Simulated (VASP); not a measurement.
# Zr3PdSe4 (Im-3m) in VASP: settings compared

One crystal, Zr3PdSe4, is run at these levels: PBE, r2SCAN; tasks: relaxation of cell and atoms, single point.

Program: VASP 6.6.1. These are calculated values, not measurements. Logs are shortened: lines on timing, memory, paths and dates and some standing lists are left out, and cuts for length are marked.

**1. The structure**

It takes space group Im-3m (No. 229, cubic). Conventional cell: a = 6.682 Å, b = 6.682 Å, c = 6.682 Å, α = 90.00°, β = 90.00°, γ = 90.00°. Zr (site symmetry 4/mmm) has 8 Se at 2.89 Å as nearest neighbours. Pd (site symmetry m-3m) is surrounded by 8 Se at 2.89 Å. Se (site symmetry -3m) is surrounded by 6 Zr at 2.89 Å and 2 Pd at 2.89 Å.

The cell was built by a generator and needn't be a form met in nature.

**2. Relaxation of cell and atoms, PBE**

File INCAR:

```
PREC = Accurate
ENCUT = 520
EDIFF = 1E-6
ISMEAR = 0
SIGMA = 0.1
LREAL = F
LASPH = T
NELM = 120
ALGO = Normal
ISIF = 3
LWAVE = F
LCHARG = F
GGA = PE
IBRION = 2
NSW = 90
EDIFFG = -0.01
KPAR = 4
```

File KPOINTS:

```
regular mesh
0
Gamma
  6 6 6
```

File POSCAR:

```
Zr3PdSe4
1.0
   -3.3410000000      3.3410000000      3.3410000000
    3.3410000000     -3.3410000000      3.3410000000
    3.3410000000      3.3410000000     -3.3410000000
Zr Pd Se
3 1 4
Direct
    0.0000000000      0.5000000000      0.5000000000
    0.5000000000      0.0000000000      0.5000000000
    0.5000000000      0.5000000000      0.0000000000
    0.0000000000      0.0000000000      0.0000000000
    0.5000000000      0.5000000000      0.5000000000
    0.0000000000      0.0000000000      0.5000000000
    0.0000000000      0.5000000000      0.0000000000
    0.5000000000      0.0000000000      0.0000000000
```

Potentials or basis: VASP PAW PBE potentials, release 64 (Zr_sv, Pd, Se).

Started as:

```bash
$ cat potpaw_PBE.64/Zr_sv/POTCAR potpaw_PBE.64/Pd/POTCAR potpaw_PBE.64/Se/POTCAR > POTCAR
$ mpirun -np 4 vasp_std > vasp.out
```

OUTCAR:

```text
PREC = Accurate
   ENCUT = 520
   EDIFF = 1E-6
   ISMEAR = 0
   LREAL = F
   LASPH = T
   NELM = 120
   ISIF = 3
   GGA = PE
   IBRION = 2
   NSW = 90
   EDIFFG = -0.01

 ion  position               nearest neighbor table
   1  0.000  0.500  0.500-   5 2.89   6 2.89   7 2.89   8 2.89   7 2.89   6 2.89   5 2.89   8 2.89
                             4 3.34   4 3.34   2 3.34   3 3.34   2 3.34   3 3.34
   2  0.500  0.000  0.500-   5 2.89   6 2.89   7 2.89   8 2.89   8 2.89   5 2.89   6 2.89   7 2.89
                             4 3.34   3 3.34   1 3.34   4 3.34   1 3.34   3 3.34
   3  0.500  0.500  0.000-   5 2.89   6 2.89   7 2.89   8 2.89   5 2.89   8 2.89   7 2.89   6 2.89
                             4 3.34   2 3.34   1 3.34   1 3.34   4 3.34   2 3.34
   4  0.000  0.000  0.000-   5 2.89   6 2.89   7 2.89   8 2.89   6 2.89   7 2.89   8 2.89   5 2.89
                             3 3.34   1 3.34   1 3.34   2 3.34   3 3.34   2 3.34
   5  0.500  0.500  0.500-   1 2.89   2 2.89   3 2.89   4 2.89   3 2.89   2 2.89   1 2.89   4 2.89

   6  0.000  0.000  0.500-   1 2.89   2 2.89   3 2.89   4 2.89   4 2.89   1 2.89   2 2.89   3 2.89

   7  0.000  0.500  0.000-   1 2.89   2 2.89   3 2.89   4 2.89   1 2.89   4 2.89   3 2.89   2 2.89

   8  0.500  0.000  0.000-   1 2.89   2 2.89   3 2.89   4 2.89   2 2.89   3 2.89   4 2.89   1 2.89

  LATTYP: Found a body centered cubic cell.
 ALAT       =     6.6820000000

  Lattice vectors:

 A1 = (  -3.3410000000,   3.3410000000,   3.3410000000)
 A2 = (   3.3410000000,  -3.3410000000,   3.3410000000)
 A3 = (   3.3410000000,   3.3410000000,  -3.3410000000)

Analysis of symmetry for initial positions (statically):
=====================================================================
 Subroutine PRICEL returns:
 Original cell was already a primitive cell.

 Routine SETGRP: Setting up the symmetry group for a
 body centered cubic supercell.

 Subroutine GETGRP returns: Found 48 space group operations
 (whereof 48 operations were pure point group operations)
 out of a pool of 48 trial point group operations.

The static configuration has the point symmetry O_h .

Analysis of symmetry for dynamics (positions and initial velocities):
=====================================================================
 Subroutine PRICEL returns:
 Original cell was already a primitive cell.

 Routine SETGRP: Setting up the symmetry group for a
 body centered cubic supercell.

 Subroutine GETGRP returns: Found 48 space group operations
 (whereof 48 operations were pure point group operations)
 out of a pool of 48 trial point group operations.

The dynamic configuration has the point symmetry O_h .

 Subroutine INISYM returns: Found 48 space group operations
 (whereof 48 operations are pure point group operations),
 and found     1 'primitive' translations

----------------------------------------------------------------------------------------

                                     Primitive cell

  volume of cell :     149.1727

  direct lattice vectors                    reciprocal lattice vectors
    -3.341000000  3.341000000  3.341000000     0.000000000  0.149655792  0.149655792
     3.341000000 -3.341000000  3.341000000     0.149655792  0.000000000  0.149655792
     3.341000000  3.341000000 -3.341000000     0.149655792  0.149655792  0.000000000

  length of vectors
     5.786781748  5.786781748  5.786781748     0.211645250  0.211645250  0.211645250

  position of ions in fractional coordinates (direct lattice)
     0.000000000  0.500000000  0.500000000
     0.500000000  0.000000000  0.500000000
     0.500000000  0.500000000  0.000000000
     0.000000000  0.000000000  0.000000000
     0.500000000  0.500000000  0.500000000
     0.000000000  0.000000000  0.500000000
     0.000000000  0.500000000  0.000000000
     0.500000000  0.000000000  0.000000000

  ion indices of the primitive-cell ions
   primitive index   ion index
                 1           1
                 2           2
                 3           3
                 4           4
                 5           5
                 6           6
                 7           7
                 8           8

----------------------------------------------------------------------------------------

 KPOINTS: regular mesh

Automatic generation of k-mesh.
 Grid dimensions read from file:
 generate k-points for:    6    6    6

 Generating k-lattice:

  Cartesian coordinates                     Fractional coordinates (reciprocal lattice)
     0.000000000  0.024942632  0.024942632     0.166666667  0.000000000  0.000000000
     0.024942632  0.000000000  0.024942632     0.000000000  0.166666667  0.000000000
     0.024942632  0.024942632  0.000000000     0.000000000  0.000000000  0.166666667

  Length of vectors
     0.035274208  0.035274208  0.035274208

  Shift w.r.t. Gamma in fractional coordinates (k-lattice)
     0.000000000  0.000000000  0.000000000

 Subroutine IBZKPT returns following result:
 ===========================================

 Found     16 irreducible k-points:

 Following reciprocal coordinates:
            Coordinates               Weight
  0.000000  0.000000  0.000000      1.000000
  0.166667  0.000000  0.000000     12.000000
  0.333333  0.000000  0.000000     12.000000
  0.500000  0.000000  0.000000      6.000000
  0.166667  0.166667  0.000000     24.000000
  0.333333  0.166667 -0.000000     48.000000
[... 8 lines left out ...]
  0.500000  0.500000  0.333333     12.000000
  0.500000  0.500000  0.500000      1.000000
   k-points           NKPTS =     16   k-points in BZ     NKDIM =     16   number of bands    NBANDS=     42
   number of dos      NEDOS =    301   number of ions     NIONS =      8
   total plane-waves  NPLWV = 110592
   dimension x,y,z NGX =    48 NGY =   48 NGZ =   48
   dimension x,y,z NGXF=    96 NGYF=   96 NGZF=   96
   ions per type =               3   1   4
   NGX,Y,Z   is equivalent  to a cutoff of  13.79, 13.79, 13.79 a.u.
   NGXF,Y,Z  is equivalent  to a cutoff of  27.58, 27.58, 27.58 a.u.
 SYSTEM =  unknown system
   PREC   = accura    normal or accurate (medium, high low for compatibility)
   ISTART =      0    job   : 0-new  1-cont  2-samecut
   ICHARG =      2    charge: 1-file 2-atom 10-const
   ISPIN  =      1    spin polarized calculation?
   LNONCOLLINEAR =      F non collinear calculations
   LSORBIT =      F    spin-orbit coupling
   LASPH  =      T    aspherical Exc in radial PAW
   ENCUT  =  520.0 eV  38.22 Ry    6.18 a.u.  10.76 10.76 10.76*2*pi/ulx,y,z
   NELM   =    120;   NELMIN=  2; NELMDL= -5     # of ELM steps
   EDIFF  = 0.1E-05   stopping-criterion for ELM
   LREAL  =      F    real-space projection
   EDIFFG = -.1E-01   stopping-criterion for IOM
   NSW    =     90    number of steps for IOM
   IBRION =      2    ionic relax: 0-MD 1-quasi-New 2-CG
   NFREE  =      1    steps in history (QN), initial steepest desc. (CG)
   ISIF   =      3    stress and relaxation
   ISYM   =      2    0-nonsym 1-usesym 2-fastsym
   POTIM  = 0.5000    time-step for ionic-motion
   TEBEG  =    0.0;   TEEND  =   0.0 temperature during run
   PSTRESS=    0.0 pullay stress
   NELECT =      70.0000    total number of electrons
   NUPDOWN=      -1.0000    fix difference up-down
   EMIN   =  10.00;   EMAX   =-10.00  energy-range for DOS
   EFERMI =   0.00;   METHOD = LEGACY
   ISMEAR =     0;   SIGMA  =   0.10  broadening in eV -4-tet -1-fermi 0-gaus
   EFERMI_NEDOS =   21; number of points for ismear=-14 and -15
   IALGO  =     38    algorithm
   IMIX   =      4    mixing-type and parameters
     AMIX     =   0.40;   BMIX     =  1.00
     AMIX_MAG =   1.60;   BMIX_MAG =  1.00
  volume/ion in A,a.u.               =      18.65       125.83
  Fermi-wavevector in a.u.,A,eV,Ry     =   1.272168  2.404048 22.019814  1.618411
  Thomas-Fermi vector in A             =   2.405061
   LORBIT       =      0    0 simple, 1 ext, 2 COOP (PROOUT), +10 PAW based schemes
   GGA     = PE    functional components
   LHFCALC =     F    Hartree Fock is set to
   AEXX    =    0.0000 exact exchange contribution
   IVDW    =     0    specifies the selected vdW correction
   LEPSILON=     F    determine dielectric tensor
   LRPA    =     F    only Hartree local field effects (RPA)
 conjugate gradient relaxation of ions
 non-spin polarized calculation
 Gauss-broadening in eV      SIGMA  =   0.10
  energy-cutoff  :      520.00
  volume of cell :      149.17
 maximum number of plane-waves:      4093
 NGX is ok and might be reduce to    48
   NGX = 21   NGY = 21   NGZ = 21

--------------------------------------- Ionic step        1  -------------------------------------------

 number of electron      69.9999997 magnetization

 Free energy of the ion-electron system (eV)
  ---------------------------------------------------
  ext. energy  EPLUGINS =         0.00000000
  ---------------------------------------------------
  free energy    TOTEN  =       -52.23840439 eV

  energy without entropy =      -52.20964717  energy(sigma->0) =      -52.22402578

------------------------ aborting loop because EDIFF is reached ----------------------------------------

  FORCE on cell =-STRESS in cart. coord.  units (eV):
  Direction    XX          YY          ZZ          XY          YZ          ZX
  --------------------------------------------------------------------------------------
  -------------------------------------------------------------------------------------
  Total       -0.3720072     -0.3720072     -0.3720072     -0.0000000      0.0000000     -0.0000000
  in kB       -3.9955123     -3.9955123     -3.9955123     -0.0000000      0.0000000     -0.0000000
  external PRESSURE =      -3.9955123 kB  Pullay stress =       0.0000000 kB

 VOLUME and BASIS-vectors are now :
 -----------------------------------------------------------------------------
  energy-cutoff  :      520.00
  volume of cell :      149.17
      direct lattice vectors                 reciprocal lattice vectors
    -3.341000000  3.341000000  3.341000000     0.000000000  0.149655792  0.149655792
     3.341000000 -3.341000000  3.341000000     0.149655792  0.000000000  0.149655792
     3.341000000  3.341000000 -3.341000000     0.149655792  0.149655792  0.000000000
[... 43 lines left out ...]
 POSITION                                       TOTAL-FORCE (eV/Angst)
 -----------------------------------------------------------------------------------
      0.00000      3.33351      3.33351         0.000000      0.000000     -0.000000
      3.33351      0.00000      3.33351         0.000000      0.000000      0.000000
      3.33351      3.33351      0.00000         0.000000     -0.000000      0.000000
      3.33351     -3.33351      3.33351        -0.000000      0.000000     -0.000000
      1.66675      1.66675      1.66675        -0.000000      0.000000     -0.000000
      5.00026     -1.66675      1.66675        -0.000000     -0.000000     -0.000000
      1.66675     -1.66675      1.66675        -0.000000      0.000000     -0.000000
     -1.66675      1.66675      1.66675        -0.000000     -0.000000     -0.000000
 -----------------------------------------------------------------------------------
    total drift:                               -0.000000      0.000000     -0.000000

  FREE ENERGIE OF THE ION-ELECTRON SYSTEM (eV)
  ---------------------------------------------------
  free  energy   TOTEN  =       -52.2384836452 eV

  energy  without entropy=      -52.2097501945  energy(sigma->0) =      -52.22411692

--------------------------------------- Ionic step        3  -------------------------------------------

 number of electron      69.9999996 magnetization

 Free energy of the ion-electron system (eV)
  ---------------------------------------------------
  ext. energy  EPLUGINS =         0.00000000
  ---------------------------------------------------
  free energy    TOTEN  =       -52.23905919 eV

  energy without entropy =      -52.21031653  energy(sigma->0) =      -52.22468786

 E-fermi :   9.4891     XC(G=0): -11.5231

 val. band max:        9.4672378059   @ k =   0.5000   0.5000   0.1667
 cond. band min:       9.4953007401   @ k =   0.3333   0.1667  -0.0000
 fundamental gap:      0.0280629341
 Fermi energy:         9.4891031317

 k-point     1 :       0.0000    0.0000    0.0000
  band No.  band energies     occupation
      1     -40.3663      2.00000
      2     -40.3212      2.00000
      3     -40.3212      2.00000
      4     -18.5434      2.00000
      5     -18.5434      2.00000
      6     -18.5434      2.00000
[... 731 lines left out ...]
 POSITION                                       TOTAL-FORCE (eV/Angst)
 -----------------------------------------------------------------------------------
      3.33712      0.00000      0.00000        -0.000000     -0.000000     -0.000000
      0.00000      3.33712      0.00000         0.000000      0.000000     -0.000000
      0.00000      0.00000      3.33712         0.000000      0.000000     -0.000000
      0.00000      0.00000     -0.00000        -0.000000     -0.000000      0.000000
      1.66856      1.66856      1.66856        -0.000000     -0.000000      0.000000
      1.66856      1.66856     -1.66856        -0.000000      0.000000      0.000000
      1.66856     -1.66856      1.66856        -0.000000      0.000000      0.000000
     -1.66856      1.66856      1.66856        -0.000000      0.000000      0.000000
 -----------------------------------------------------------------------------------
    total drift:                               -0.000000     -0.000000      0.000000

  FREE ENERGIE OF THE ION-ELECTRON SYSTEM (eV)
  ---------------------------------------------------
  free  energy   TOTEN  =       -52.2390591856 eV

  energy  without entropy=      -52.2103165339  energy(sigma->0) =      -52.22468786

 reached required accuracy - stopping structural energy minimisation
```

It took 2.9 min on 4 MPI ranks of Intel Xeon Platinum 8259CL at 2.50GHz (Skylake/Cascade Lake), shared host; peak memory 0.4 GiB.

Results:

* Free energy: -52.2391 eV
* Relaxed volume: 18.58 Å³/atom
* Relaxed cell: a = 5.780 Å, b = 5.780 Å, c = 5.780 Å, α = 109.47°, β = 109.47°, γ = 109.47°
* Space group after relaxing (to 0.05 Å): Im-3m (No. 229)
* Energy gained by relaxing: 0.1 meV/atom
* Ionic steps: 3
* Pressure after relaxing: 0.0 GPa
* Band gap on the k mesh: none (metal or under the smearing width)

The path:
```
step  energy change (eV)  largest force (eV/Å)  pressure (GPa)  volume (Å³)
   1              0.0000                0.0000           -0.40       149.17
   2             -0.0001                0.0000            0.38       148.17
   3             -0.0007                0.0000            0.01       148.65
```

Final structure:
```cif
data_structure
_symmetry_space_group_name_H-M 'P 1'
_symmetry_Int_Tables_number 1
_cell_length_a 5.7801
_cell_length_b 5.7801
_cell_length_c 5.7801
_cell_angle_alpha 109.471
_cell_angle_beta 109.471
_cell_angle_gamma 109.471
_cell_volume 148.65
loop_
_atom_site_label
_atom_site_type_symbol
_atom_site_fract_x
_atom_site_fract_y
_atom_site_fract_z
_atom_site_occupancy
Zr1 Zr 0.00000 0.50000 0.50000 1
Zr2 Zr 0.50000 0.00000 0.50000 1
Zr3 Zr 0.50000 0.50000 0.00000 1
Pd1 Pd 0.00000 0.00000 0.00000 1
Se1 Se 0.50000 0.50000 0.50000 1
Se2 Se 0.00000 0.00000 0.50000 1
Se3 Se 0.00000 0.50000 0.00000 1
Se4 Se 0.50000 0.00000 0.00000 1
```

(Continued in part 2 of 2.)
